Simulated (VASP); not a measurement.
Consider the following.

```
AuB2
1.0
   -3.43984     3.43984     2.76782
    3.43984    -3.43984     2.76782
    3.43984     3.43984    -2.76782
B Au
4 2
Cartesian
  4.52682   1.08699   0.00000
  1.08699   2.35285   0.00000
  2.35285   1.08699   2.76781
 -1.08699   2.35285   2.76782
  0.00000   0.00000   4.15172
  0.00000   0.00000   1.38391
```

Method: PBE GGA, VASP's PBE PAW potentials (set 64) (plane waves; VASP). Run with 400 eV cut-off, 5×5×5 Γ-centred mesh, Fermi-Dirac smearing of 0.10 eV, potentials B Au.

At this cut-off the stress carries a Pulay error, which pulls relaxed volumes low. Unless said otherwise, spin-orbit coupling is left out, though it shifts the bands of the heavy elements here.

Q: Predict the energy per atom (σ→0), pressure, largest force, band gap (on the k-mesh) with the smallest direct gap where there is one.

A: 
```json
{
 "band gap (on the k-mesh)": "none (metal, semimetal or under 0.01 eV)",
 "energy per atom (σ→0)": "-2.690 eV/atom",
 "pressure": "-15.25 GPa",
 "largest_force": "0.00109 Ha/bohr"
}
```

Only differences to runs with the same potentials and settings are physical.

The structure was generated: B2Au was put into an ordered model structure, which need not be its known phase. The cell was not relaxed at this level.
